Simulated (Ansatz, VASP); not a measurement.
Two plane-wave programs on LuGe3O

The input INCAR:

```
SYSTEM = LuGe3O
PREC     = Accurate       ! precision mode
ENCUT    = 520            ! plane-wave cutoff, eV
EDIFF    = 1E-6           ! SCF threshold, eV
ISMEAR   = 0              ! smearing method
SIGMA    = 0.1            ! smearing width, eV
LREAL    = .False.        ! projectors in reciprocal space
LASPH    = .True.         ! aspherical terms in the spheres
NELM     = 60             ! most SCF steps
ALGO     = Normal         ! electronic algorithm
ISIF     = 2              ! what is computed and relaxed
LWAVE    = .False.        ! write WAVECAR
LCHARG   = .False.        ! write CHGCAR
GGA      = PE             ! functional
NBANDS   = 44             ! bands
```

File KPOINTS:

```
regular mesh
0
Gamma
  4 4 4
  0 0 0
```

POSCAR

```
LuGe3O
1.0
    4.0658556000      0.0000000000      0.0000000000
    0.0000000000      4.0658556000      0.0000000000
    0.0000000000      0.0000000000      5.1507622600
Lu Ge O
1 3 1
Direct
    0.0000000000      0.0000000000      0.0000000000
    0.0000000000      0.5000000000      0.5000000000
    0.5000000000      0.0000000000      0.5000000000
    0.5000000000      0.5000000000      0.1076000000
    0.5000000000      0.5000000000      0.6650000200
```

Input for Ansatz:

```yaml
crystal:
  lattice:
    - [4.0658556, 0.0, 0.0]
    - [0.0, 4.0658556, 0.0]
    - [0.0, 0.0, 5.15076226]
  atoms:
    - { symbol: Lu, position: [0.0, 0.0, 0.0] }
    - { symbol: Ge, position: [0.0, 0.5, 0.5] }
    - { symbol: Ge, position: [0.5, 0.0, 0.5] }
    - { symbol: Ge, position: [0.5, 0.5, 0.1076] }
    - { symbol: O, position: [0.5, 0.5, 0.66500002] }
basis:
  ecutwfc: 420
kpoints:
  mp_grid: { grid: [4, 4, 4] }
hamiltonian:
  xc: pbe
scf:
  occupations: { method: gaussian, width: 0.1 }
  lower_state_search: "off"
output:
  forces: true
  stress: true
  eigenvalues: true
```

Change from the starting cell: species swapped into the PrBPt3 type (P4mm, No. 99).

Alike in both runs: task single point; functional PBE; k mesh 4 × 4 × 4; occupations gaussian, width 0.1 eV; no spin polarisation.

|  | VASP | Ansatz |
| --- | --- | --- |
| version | VASP 6.6.1 | Ansatz 0.2.0 |
| potentials or method | VASP PAW PBE potentials, release 64 (Lu, Ge_d, O) | scalar-relativistic, plane waves, PAW |
| plane-wave cutoff (eV) | 520 | 420 |
| valence electrons in the cell | 73 | 73 |

|  | VASP | Ansatz | Ansatz less VASP |
| --- | --- | --- | --- |
| gap on the k mesh at the Fermi level (eV) | none | none | - |
| pressure (GPa) | 6.9 | 6.7 | -0.20 |
| largest component of the traceless stress (GPa) | 5.98 | 5.91 | -0.074 |
| rms of the force components (eV/Å) | 0.266 | 0.265 | -0.0005 |

Atom by atom the forces differ by 0.007 eV/Å (rms over components). A gap of «none» marks a metal or a gap that the smearing closes.

Caveats: the k mesh is coarse (spacing up to 0.39 Å⁻¹), so the values aren't converged; an odd number of electrons without spin polarisation forces a metal; a magnetic or distorted state may lie lower. Spin-orbit coupling is left out, which matters for the levels of Lu.
